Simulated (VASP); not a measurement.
```xyz
3
Lattice="0.0000 3.6022 3.6022 3.6022 0.0000 3.6022 3.6022 3.6022 0.0000" Properties=species:S:1:pos:R:3 pbc="T T T"
K      1.8011     1.8011     1.8011
K      5.4033     5.4033     5.4033
S      3.6022     7.2045     3.6022
```

The numbers are results of PBEsol GGA, VASP's PBE PAW potentials (set 64) (plane waves; VASP), not measurements. Run with 520 eV cut-off, 5×5×5 Γ-centred mesh, Gaussian smearing of 0.050 eV, potentials K_sv S.

Task: Estimate the energy per atom (σ→0), pressure.

Result: 
| Item | Value |
|---|---|
| energy per atom (σ→0) | -3.280 eV/atom |
| pressure | 1.31 GPa |

Total energies compare only between runs with the same potentials, cut-off and functional.

The compound is K2S in the antifluorite structure. This cell is one point of a volume scan, at 0.94 of the reference volume.
